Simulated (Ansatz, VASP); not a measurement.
**Cross-check of ZnSe (Stilleite) between VASP and Ansatz**

Wanted: the spread between two codes on one cell, functional and k mesh. The cell is taken from a series of runs on this material, whose earlier steps may have relaxed, scaled, displaced or heated it; both programs get it as it stands.

Program: Ansatz 0.2.0. Level of theory: plane waves, with VASP 6.6.1 beside it; zone-centre phonons at LDA. Results are calculated unless marked as measured.

## Step 1: The structure

Symmetry: I-4m2, No. 119, tetragonal system. Conventional cell: a = 3.922 Å, b = 3.922 Å, c = 5.623 Å, α = 90.00°, β = 90.00°, γ = 90.00°. Zn has 4 Se at 2.41 Å nearest. Nearest to Se lie 4 Zn at 2.41 Å. Farther neighbours and most contacts between anions are not listed.

As a file:

```xyz
2
Lattice="0.0000 2.7732 2.8115 2.7732 0.0000 2.8115 2.7732 2.7732 0.0000" Properties=species:S:1:pos:R:3 pbc="T T T"
Zn    0.0000    0.0000    0.0000
Se    4.1598    4.1598    4.2173
```

## Step 2: VASP: zone-centre phonons, LDA

Second derivatives magnify differences that forces hide, and they need a tight electronic threshold.

Lines of VASP's logs that name or quote its potential files are left out, and so is its time.

The input, INCAR:

```
SYSTEM = ZnSe
PREC = Accurate
ENCUT = 500
EDIFF = 1E-08
NELM = 120
ISMEAR = 0
SIGMA = 0.01
LREAL = .FALSE.
ALGO = Normal
GGA = CA
NBANDS = 15
LORBIT = 11
LWAVE = .FALSE.
LCHARG = .FALSE.
ISIF = 2
IBRION = 8
LEPSILON = .TRUE.
LASPH = .TRUE.
GGA_COMPAT = .FALSE.
EFERMI = MIDGAP
KPAR = 2
```

The input, POSCAR:

```
ZnSe
1.0
    0.0000000000      2.7732120042      2.8115121799
    2.7732120042      0.0000000000      2.8115121799
    2.7732120042      2.7732120042      0.0000000000
Zn Se
1 1
Direct
    0.0000000000      0.0000000000      0.0000000000
    0.7500000000      0.7500000000      0.7500000000
```

The input, KPOINTS:

```
Automatic mesh
0
Gamma
12 12 12
0 0 0
```

PAW data sets: Zn and Se (LDA family, release 64).

On the command line:

```console
mpirun -np 2 vasp_std
```

Numbers of over 12 decimals in the logs are rounded to 6 here.

Log:

```text
[banner, memory and clock lines left out]
running    2 mpi-ranks, on    1 nodes
 distrk:  each k-point on    1 cores,    2 groups
 distr:  one band on    1 cores,    1 groups

 POSCAR found type information on POSCAR ZnSe
 POSCAR found :  2 types and       2 ions
 LDA part: xc-table for (Slater(with rela. corr.)+CA(PZ))
 , standard interpolation
 POSCAR, INCAR and KPOINTS ok, starting setup
 FFT: planning ... GRIDC
 FFT: planning ... GRID_SOFT
 FFT: planning ... GRID
 WAVECAR not read
 entering main loop
       N       E                     dE             d eps       ncg     rms          rms(c)
DAV:   1     0.856547553636E+02    0.85655E+02   -0.86908E+03  4890   0.136E+03
DAV:   2    -0.218789388489E+01   -0.87843E+02   -0.82926E+02  5429   0.258E+02
DAV:   3    -0.763605886252E+01   -0.54482E+01   -0.54232E+01  5954   0.637E+01
DAV:   4    -0.768345551487E+01   -0.47397E-01   -0.47390E-01  5765   0.634E+00
DAV:   5    -0.768369985152E+01   -0.24434E-03   -0.24433E-03  6269   0.421E-01    0.527E+00
DAV:   6    -0.740333713305E+01    0.28036E+00   -0.59384E-01  7026   0.273E+01    0.398E+00
DAV:   7    -0.737713644001E+01    0.26201E-01   -0.16428E-01  5779   0.412E+00    0.164E+00
DAV:   8    -0.737271456354E+01    0.44219E-02   -0.35790E-03  7333   0.838E-01    0.427E-01
DAV:   9    -0.737215383763E+01    0.56073E-03   -0.95662E-04  5933   0.262E-01    0.588E-02
DAV:  10    -0.737217128138E+01   -0.17444E-04   -0.11743E-04  5987   0.117E-01    0.185E-02
DAV:  11    -0.737216419561E+01    0.70858E-05   -0.15449E-05  7454   0.647E-02    0.455E-03
DAV:  12    -0.737216423415E+01   -0.38536E-07   -0.25295E-06  5891   0.119E-02    0.120E-03
DAV:  13    -0.737216425795E+01   -0.23806E-07   -0.89637E-08  6087   0.257E-03    0.477E-04
DAV:  14    -0.737216425892E+01   -0.97180E-09   -0.78120E-10  3698   0.474E-04
   1 F= -.73721643E+01 E0= -.73721643E+01  d E =0.000000E+00
 Linear response reoptimize wavefunctions to high precision
DAV:   1    -0.737216425802E+01    0.90517E-09   -0.13574E-09  4461   0.714E-04
DAV:   2    -0.737216425808E+01   -0.62073E-10   -0.40689E-10  3005   0.146E-04
 Linear response G [H, r] |phi>, progress :
  Direction:   1
       N       E                     dE             d eps       ncg     rms
RMM:   1    -0.508508924711E+02   -0.50851E+02    0.19029E+02  8018   0.704E+01
RMM:   2    -0.531781327555E+02   -0.23272E+01   -0.97571E+00  8353   0.236E+01
RMM:   3    -0.533318464557E+02   -0.15371E+00   -0.36468E-01  8764   0.492E+00
RMM:   4    -0.533451820165E+02   -0.13336E-01   -0.22356E-02  9228   0.970E-01
RMM:   5    -0.533454243782E+02   -0.24236E-03   -0.10993E-03  9384   0.246E-01
RMM:   6    -0.533455051901E+02   -0.80812E-04    0.41082E-04  9485   0.680E-02
RMM:   7    -0.533455501833E+02   -0.44993E-04    0.18045E-04  9442   0.215E-02
RMM:   8    -0.533455644361E+02   -0.14253E-04    0.64856E-05  8292   0.752E-03
RMM:   9    -0.533455685157E+02   -0.40797E-05   -0.12093E-04  7390   0.291E-03
RMM:  10    -0.533455726949E+02   -0.41791E-05   -0.51204E-06  6798   0.141E-03
RMM:  11    -0.533455712320E+02    0.14629E-05   -0.13180E-04  6019   0.820E-04
RMM:  12    -0.533455735988E+02   -0.23669E-05    0.20421E-05  5409   0.662E-04
RMM:  13    -0.533455719890E+02    0.16098E-05   -0.13757E-04  4895   0.571E-04
RMM:  14    -0.533455739828E+02   -0.19938E-05    0.19627E-05  4463   0.565E-04
RMM:  15    -0.533455725518E+02    0.14310E-05   -0.75260E-05  4169   0.529E-04
RMM:  16    -0.533455735849E+02   -0.10331E-05    0.38999E-05  3873   0.553E-04
 Linear response G [H, r] |phi>, progress :
  Direction:   2
       N       E                     dE             d eps       ncg     rms
RMM:   1    -0.472854744231E+02   -0.47285E+02    0.21078E+02  7915   0.711E+01
RMM:   2    -0.504876567190E+02   -0.32022E+01   -0.85645E+00  8307   0.225E+01
RMM:   3    -0.506284726040E+02   -0.14082E+00   -0.30532E-01  8668   0.445E+00
RMM:   4    -0.506371933054E+02   -0.87207E-02   -0.17511E-02  9268   0.903E-01
RMM:   5    -0.506375641877E+02   -0.37088E-03    0.14933E-04  9280   0.225E-01
RMM:   6    -0.506377051649E+02   -0.14098E-03    0.52998E-04  9471   0.612E-02
RMM:   7    -0.506377450747E+02   -0.39910E-04    0.31531E-04  9331   0.196E-02
RMM:   8    -0.506377624491E+02   -0.17374E-04   -0.22344E-04  8258   0.680E-03
RMM:   9    -0.506377711124E+02   -0.86633E-05    0.14918E-04  7275   0.277E-03
RMM:  10    -0.506377678730E+02    0.32394E-05   -0.15939E-04  6723   0.139E-03
RMM:  11    -0.506377723063E+02   -0.44333E-05    0.11685E-04  5921   0.901E-04
RMM:  12    -0.506377697716E+02    0.25347E-05   -0.18926E-04  5400   0.721E-04
RMM:  13    -0.506377741871E+02   -0.44154E-05    0.10121E-04  4933   0.678E-04
RMM:  14    -0.506377709906E+02    0.31965E-05   -0.18485E-04  4496   0.639E-04
RMM:  15    -0.506377742864E+02   -0.32958E-05    0.66930E-05  4140   0.651E-04
RMM:  16    -0.506377709231E+02    0.33634E-05   -0.16165E-04  3873   0.630E-04
 Linear response G [H, r] |phi>, progress :
  Direction:   3
[...]
RMM:   6    -0.846955794884E+00   -0.48258E-07   -0.18215E-06  7224   0.244E-03
RMM:   7    -0.846955810044E+00   -0.15160E-07   -0.29442E-07  5607   0.943E-04
RMM:   8    -0.846955809630E+00    0.41365E-09   -0.52867E-08  5622   0.367E-04
 change of polarisation eV/A/(eV/A) component  3 :     0.625    -0.404     1.694
[...]
RMM:   1    -0.785977696995E+00   -0.78598E+00   -0.32205E+00 11471   0.363E+00
RMM:   2    -0.846614624621E+00   -0.60637E-01   -0.13834E-02 14704   0.693E-01    0.139E+00
RMM:   3    -0.806446725997E+00    0.40168E-01   -0.24768E-02 14265   0.865E-01    0.743E-01
RMM:   4    -0.819554294386E+00   -0.13108E-01   -0.27629E-02 14794   0.878E-01    0.141E-01
RMM:   5    -0.827179143392E+00   -0.76248E-02   -0.11900E-03 14807   0.186E-01    0.282E-02
RMM:   6    -0.827949111366E+00   -0.76997E-03   -0.57542E-05 14165   0.462E-02    0.154E-02
RMM:   7    -0.828187678035E+00   -0.23857E-03   -0.54203E-06 14921   0.134E-02    0.122E-03
RMM:   8    -0.828201802677E+00   -0.14125E-04   -0.66157E-07 14671   0.264E-03    0.833E-04
RMM:   9    -0.828199651067E+00    0.21516E-05   -0.17524E-07 15361   0.913E-04    0.889E-05
RMM:  10    -0.828201702199E+00   -0.20511E-05   -0.86035E-08 12362   0.247E-04    0.440E-05
RMM:  11    -0.828202407134E+00   -0.70493E-06   -0.42758E-08 11150   0.120E-04    0.115E-05
RMM:  12    -0.828202251302E+00    0.15583E-06   -0.98857E-09  6082   0.572E-05    0.421E-06
 change of polarisation eV/A/(eV/A) component  3 :     0.519     0.063     1.567
 dielectric tensor                  component  3 :     2.172     0.262     7.559
 Linear response DOF=           4
 Linear response progress:
  Degree of freedom:   1/  4
       N       E                     dE             d eps       ncg     rms          rms(c)
RMM:   1    -0.212843075209E+00   -0.21284E+00   -0.82228E-03 20005   0.206E+00
RMM:   2    -0.211056024719E+00    0.17871E-02   -0.24891E-03 22744   0.387E-01    0.890E-02
RMM:   3    -0.210817998896E+00    0.23803E-03   -0.37075E-05 25863   0.484E-02    0.535E-02
RMM:   4    -0.210528060099E+00    0.28994E-03   -0.17221E-05 26677   0.286E-02    0.277E-03
RMM:   5    -0.210545833552E+00   -0.17773E-04   -0.59799E-07 27562   0.540E-03    0.777E-04
RMM:   6    -0.210544017328E+00    0.18162E-05   -0.59737E-08 27980   0.102E-03    0.330E-04
RMM:   7    -0.210543805687E+00    0.21164E-06   -0.55471E-09 27636   0.316E-04    0.335E-05
RMM:   8    -0.210543489653E+00    0.31603E-06   -0.30213E-09 27586   0.104E-04    0.114E-05
RMM:   9    -0.210543496183E+00   -0.65303E-08    0.49916E-10 28428   0.382E-05    0.396E-06
 first order change of Fermi-energy  -0.12322E-04
 force on displaced ion       1 direction 1 :  -6.231  -0.000   0.000
 Born effective charge ion    1 direction 1 :   1.957   0.000   0.000
 Linear response progress:
  Degree of freedom:   2/  4
       N       E                     dE             d eps       ncg     rms          rms(c)
RMM:   1    -0.212884308978E+00   -0.21288E+00   -0.84367E-03 11775   0.206E+00
RMM:   2    -0.211134576022E+00    0.17497E-02   -0.25059E-03 13348   0.384E-01    0.900E-02
RMM:   3    -0.210896400444E+00    0.23818E-03   -0.36039E-05 15095   0.481E-02    0.540E-02
RMM:   4    -0.210607658236E+00    0.28874E-03   -0.16685E-05 15604   0.283E-02    0.273E-03
RMM:   5    -0.210625353470E+00   -0.17695E-04   -0.58658E-07 16089   0.535E-03    0.714E-04
RMM:   6    -0.210623835372E+00    0.15181E-05   -0.37673E-08 16348   0.999E-04    0.328E-04
RMM:   7    -0.210623475998E+00    0.35937E-06   -0.72489E-09 16102   0.303E-04    0.368E-05
RMM:   8    -0.210623157139E+00    0.31886E-06   -0.81759E-10 16155   0.102E-04    0.111E-05
RMM:   9    -0.210623164063E+00   -0.69239E-08   -0.13785E-10 16650   0.373E-05    0.417E-06
 first order change of Fermi-energy  -0.58144E+00
 force on displaced ion       1 direction 3 :   0.000   0.000  -6.305
 Born effective charge ion    1 direction 3 :   0.000   0.000   2.000
 Linear response progress:
  Degree of freedom:   3/  4
       N       E                     dE             d eps       ncg     rms          rms(c)
RMM:   1    -0.825432069489E-01   -0.82543E-01    0.10413E-01 34677   0.176E+00
RMM:   2    -0.818961307038E-01    0.64708E-03   -0.31983E-03 22502   0.508E-01    0.121E-01
RMM:   3    -0.820671031493E-01   -0.17097E-03   -0.17750E-04 25184   0.105E-01    0.662E-02
RMM:   4    -0.823553526376E-01   -0.28825E-03   -0.41035E-05 25451   0.450E-02    0.812E-03
RMM:   5    -0.823621389334E-01   -0.67863E-05   -0.13309E-06 25772   0.866E-03    0.391E-03
RMM:   6    -0.823531550143E-01    0.89839E-05   -0.80811E-08 25544   0.225E-03    0.161E-03
RMM:   7    -0.823491395863E-01    0.40154E-05   -0.54692E-08 25700   0.858E-04    0.303E-04
RMM:   8    -0.823510677304E-01   -0.19281E-05   -0.64873E-09 26469   0.281E-04    0.405E-05
RMM:   9    -0.823512140876E-01   -0.14636E-06   -0.44324E-09 26687   0.897E-05    0.114E-05
RMM:  10    -0.823511168091E-01    0.97278E-07   -0.63215E-10 26647   0.238E-05    0.365E-06
RMM:  11    -0.823511276506E-01   -0.10841E-07   -0.15220E-09 23561   0.991E-06    0.194E-06
RMM:  12    -0.823511321355E-01   -0.44850E-08   -0.16281E-09 14564   0.540E-06    0.237E-07
 first order change of Fermi-energy   0.53387E-04
 force on displaced ion       2 direction 1 :  -6.298  -0.000  -0.000
 Born effective charge ion    2 direction 1 :  -1.963   0.000   0.000
 Linear response progress:
  Degree of freedom:   4/  4
       N       E                     dE             d eps       ncg     rms          rms(c)
RMM:   1    -0.825212984979E-01   -0.82521E-01    0.10646E-01 20072   0.177E+00
RMM:   2    -0.819788869649E-01    0.54241E-03   -0.31915E-03 13357   0.500E-01    0.122E-01
RMM:   3    -0.821512946878E-01   -0.17241E-03   -0.17632E-04 14734   0.103E-01    0.668E-02
RMM:   4    -0.824445591861E-01   -0.29326E-03   -0.43193E-05 14921   0.456E-02    0.828E-03
RMM:   5    -0.824499774023E-01   -0.54182E-05   -0.15308E-06 15023   0.899E-03    0.393E-03
RMM:   6    -0.824411179314E-01    0.88595E-05   -0.11123E-07 14953   0.235E-03    0.174E-03
RMM:   7    -0.824367952043E-01    0.43227E-05   -0.30095E-08 15026   0.905E-04    0.334E-04
RMM:   8    -0.824388131981E-01   -0.20180E-05   -0.86241E-09 15452   0.296E-04    0.468E-05
RMM:   9    -0.824389828276E-01   -0.16963E-06   -0.36460E-09 15639   0.936E-05    0.128E-05
RMM:  10    -0.824388843783E-01    0.98449E-07   -0.24015E-09 15618   0.232E-05    0.431E-06
RMM:  11    -0.824388984244E-01   -0.14046E-07   -0.23959E-09 13770   0.898E-06    0.200E-06
RMM:  12    -0.824389031987E-01   -0.47743E-08   -0.26208E-09  8871   0.464E-06    0.217E-07
 first order change of Fermi-energy   0.58205E+00
 force on displaced ion       2 direction 3 :   0.000   0.000  -6.368
 Born effective charge ion    2 direction 3 :   0.000   0.000  -2.005
 Born effective charges drift removed
 Linear response finished
```

From OUTCAR (step 2):

```text
ion  position               nearest neighbor table
   1  0.000  0.000  0.000-   2 2.41   2 2.41   2 2.41   2 2.41
   2  0.750  0.750  0.750-   1 2.41   1 2.41   1 2.41   1 2.41

  LATTYP: Found a body centered tetragonal cell.
 ALAT       =     3.9219140277
 C/A-ratio  =     1.4337449317

 Subroutine GETGRP returns: Found  8 space group operations
 (whereof  8 operations were pure point group operations)

The static configuration has the point symmetry D_2d.

 Found    163 irreducible k-points:

   k-points           NKPTS =    163   k-points in BZ     NKDIM =    163   number of bands    NBANDS=     15

   dimension x,y,z NGX =    30 NGY =   30 NGZ =   30
   dimension x,y,z NGXF=    60 NGYF=   60 NGZF=   60

   ENCUT  =  500.0 eV  36.75 Ry    6.06 a.u.   7.20  7.20  7.15*2*pi/ulx,y,z

   NELECT =      18.0000    total number of electrons

 k-points in reciprocal lattice and weights: Automatic mesh
   0.00000000  0.00000000  0.00000000       0.001
   0.08333333 -0.00000000  0.00000000       0.005
   0.16666667 -0.00000000  0.00000000       0.005
   0.25000000  0.00000000  0.00000000       0.005
   0.33333333 -0.00000000  0.00000000       0.005
   0.41666667 -0.00000000  0.00000000       0.005
   0.50000000  0.00000000  0.00000000       0.002
   0.08333333  0.08333333  0.00000000       0.001
   0.16666667  0.08333333  0.00000000       0.005
[...]
-0.33333333  0.16666667  0.50000000       0.002
  -0.25000000  0.25000000  0.50000000       0.001

 average (electrostatic) potential at core
       1 -37.8734       2 -61.8242

  Total        0.1005761      0.1005761     -0.0449393      0.0000000     -0.0000000      0.0000000
  in kB        3.7262249      3.7262249     -1.6649493      0.0000000     -0.0000000      0.0000000
  external PRESSURE =       1.9291668 kB  Pullay stress =       0.0000000 kB

  energy-cutoff  :      500.00
  volume of cell :       43.25
      direct lattice vectors                 reciprocal lattice vectors
     0.000000000  2.773212004  2.811512180    -0.180296349  0.180296349  0.177840240
     2.773212004  0.000000000  2.811512180     0.180296349 -0.180296349  0.177840240
     2.773212004  2.773212004  0.000000000     0.180296349  0.180296349 -0.177840240

 POSITION                                       TOTAL-FORCE (eV/Angst)
 -----------------------------------------------------------------------------------
      0.00000      0.00000      0.00000        -0.000000      0.000000      0.000000
      4.15982      4.15982      4.21727         0.000000     -0.000000     -0.000000
 -----------------------------------------------------------------------------------
    total drift:                                0.000000      0.000000      0.000000

 MACROSCOPIC STATIC DIELECTRIC TENSOR (including local field effects in DFT)
 ------------------------------------------------------
           7.522025    -0.000000     0.000000
           0.000000     7.522025     0.000000
          -0.000000    -0.000000     7.558906
 ------------------------------------------------------

 PIEZOELECTRIC TENSOR (including local field effects)  for field in x, y, z        (C/m^2)
          XX          YY          ZZ          XY          YZ          ZX
  --------------------------------------------------------------------------------
  x    -0.00000    -0.00000     0.00000     0.00000     0.68946     0.00000
  y    -0.00000    -0.00000     0.00000     0.00000     0.00000     0.68946
  z     0.00000     0.00000     0.00000     0.67539     0.00000     0.00000

 BORN EFFECTIVE CHARGES (including local field effects) (in |e|, cummulative output)
 ---------------------------------------------------------------------------------
 ion    1
    1     1.96043     0.00000     0.00000
    2     0.00000     1.96043     0.00000
    3     0.00000     0.00000     2.00258
 ion    2
    1    -1.96043     0.00000     0.00000
    2     0.00000    -1.96043     0.00000
    3     0.00000     0.00000    -2.00258

 Eigenvectors and eigenvalues of the dynamical matrix
 ----------------------------------------------------

   1 f  =    6.578393 THz    41.333261 2PiTHz  219.431563 cm-1    27.206034 meV
             X         Y         Z           dx          dy          dz
      0.000000  0.000000  0.000000     0.000000    0.000000    0.737936
      4.159818  4.159818  4.217268     0.000000    0.000000   -0.674870

   2 f  =    6.540747 THz    41.096727 2PiTHz  218.175843 cm-1    27.050345 meV
             X         Y         Z           dx          dy          dz
      0.000000  0.000000  0.000000    -0.737815    0.000000    0.000000
      4.159818  4.159818  4.217268     0.675003    0.000000    0.000000

   3 f  =    6.540747 THz    41.096727 2PiTHz  218.175843 cm-1    27.050345 meV
             X         Y         Z           dx          dy          dz
      0.000000  0.000000  0.000000     0.000000    0.737815    0.000000
      4.159818  4.159818  4.217268     0.000000   -0.675003    0.000000

   4 f/i=    0.016210 THz     0.101851 2PiTHz    0.540709 cm-1     0.067039 meV
             X         Y         Z           dx          dy          dz
      0.000000  0.000000  0.000000     0.000000    0.000000   -0.674870
      4.159818  4.159818  4.217268     0.000000    0.000000   -0.737936

   5 f/i=    0.017294 THz     0.108658 2PiTHz    0.576849 cm-1     0.071520 meV
             X         Y         Z           dx          dy          dz
      0.000000  0.000000  0.000000    -0.477302    0.477296    0.000000
      4.159818  4.159818  4.217268    -0.521717    0.521711    0.000000

   6 f/i=    0.017294 THz     0.108658 2PiTHz    0.576849 cm-1     0.071520 meV
             X         Y         Z           dx          dy          dz
      0.000000  0.000000  0.000000     0.477296    0.477302    0.000000
      4.159818  4.159818  4.217268     0.521711    0.521717    0.000000

 MACROSCOPIC STATIC DIELECTRIC TENSOR IONIC CONTRIBUTION
 ------------------------------------------------------
           2.567177     0.000000    -0.000000
           0.000000     2.567177    -0.000000
          -0.000000    -0.000000     2.648278
 ------------------------------------------------------

 ELASTIC MODULI CONTR FROM IONIC RELAXATION (kBar)
 Direction    XX          YY          ZZ          XY          YZ          ZX
 --------------------------------------------------------------------------------
 XX           0.0000      0.0000      0.0000      0.0000      0.0000      0.0000
 YY           0.0000      0.0000      0.0000      0.0000      0.0000      0.0000
 ZZ           0.0000      0.0000      0.0000      0.0000      0.0000      0.0000
 XY           0.0000      0.0000      0.0000   -230.4478      0.0000      0.0000
 YZ           0.0000      0.0000      0.0000      0.0000   -228.2931     -0.0000
 ZX           0.0000      0.0000      0.0000      0.0000     -0.0000   -213.2040
 --------------------------------------------------------------------------------

 PIEZOELECTRIC TENSOR IONIC CONTR  for field in x, y, z        (C/m^2)
          XX          YY          ZZ          XY          YZ          ZX
  --------------------------------------------------------------------------------
  x     0.00000     0.00000     0.00000     0.00000    -0.72036    -0.00000
  y     0.00000     0.00000     0.00000     0.00000    -0.00000    -0.69614
  z     0.00000     0.00000     0.00000    -0.73509     0.00000     0.00000
```

The dielectric response converges more slowly with the mesh than energies do, so tensor and charges may still move on a finer one.

[end of part 1 of 2]

[Lines on the potential files, build, host, timing and source positions are cut from VASP's logs without a mark.]

[Logs are printed without paths, hosts, clocks, repeated set-up lines and the standing remarks that a program may print on its own settings, such as how far it seeks lower states.]

[Hosts, paths, dates, database ids (printed as entryN), source tags and the programs' standing remarks are cut or masked in the printed files.]
